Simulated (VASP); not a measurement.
OSZICAR of a VASP run on Al₃InN₄ (ordered alloy cell):

OSZICAR:
```
       N       E                     dE             d eps       ncg     rms          rms(c)
DAV:   1     0.362997117772E+03    0.36300E+03   -0.19999E+04  1620   0.175E+03
DAV:   2    -0.155589375829E+02   -0.37856E+03   -0.36583E+03  1848   0.429E+02
DAV:   3    -0.645578791707E+02   -0.48999E+02   -0.48376E+02  1912   0.150E+02
DAV:   4    -0.667814348033E+02   -0.22236E+01   -0.22150E+01  2136   0.343E+01
DAV:   5    -0.668435084777E+02   -0.62074E-01   -0.62022E-01  2336   0.559E+00    0.180E+01
DAV:   6    -0.578640401760E+02    0.89795E+01   -0.40506E+01  2424   0.608E+01    0.116E+01
DAV:   7    -0.579479551769E+02   -0.83915E-01   -0.25528E+00  1856   0.105E+01    0.431E+00
DAV:   8    -0.578798378900E+02    0.68117E-01   -0.16922E-01  2544   0.402E+00    0.257E+00
DAV:   9    -0.578487917338E+02    0.31046E-01   -0.49146E-02  2640   0.330E+00    0.376E-01
DAV:  10    -0.578478121640E+02    0.97957E-03   -0.84415E-03  2500   0.943E-01    0.281E-01
DAV:  11    -0.578480408055E+02   -0.22864E-03   -0.24096E-03  2492   0.372E-01    0.162E-01
DAV:  12    -0.578480360087E+02    0.47968E-05   -0.28872E-04  2360   0.149E-01    0.300E-02
DAV:  13    -0.578480307883E+02    0.52204E-05   -0.24420E-05  2440   0.572E-02    0.126E-02
DAV:  14    -0.578480308741E+02   -0.85818E-07   -0.67301E-06  2400   0.231E-02    0.495E-03
DAV:  15    -0.578480306803E+02    0.19375E-06   -0.15243E-06  2232   0.976E-03    0.466E-03
DAV:  16    -0.578480305758E+02    0.10454E-06   -0.57972E-07  1758   0.524E-03    0.170E-03
DAV:  17    -0.578480305490E+02    0.26782E-07   -0.51818E-08   970   0.206E-03
   1 F= -.57848031E+02 E0= -.57848031E+02  d E =0.000000E+00
```

Problem. Which electronic solver shows in the log?

Solution. It is blocked Davidson (ALGO = Normal, or the opening steps of other solvers). The INCAR had ALGO = Normal.

Problem. Can the final energy be trusted as converged?

Solution. The calculation finished and met its thresholds. It stopped with EDIFF = 1E-7, NELM = 100 (PBEsol GGA, plane waves, VASP's PBE PAW potentials (set 64)).

The structure was generated: Al3InN4 was put into an ordered model structure (P3m1), which need not be its known phase. It was relaxed first.
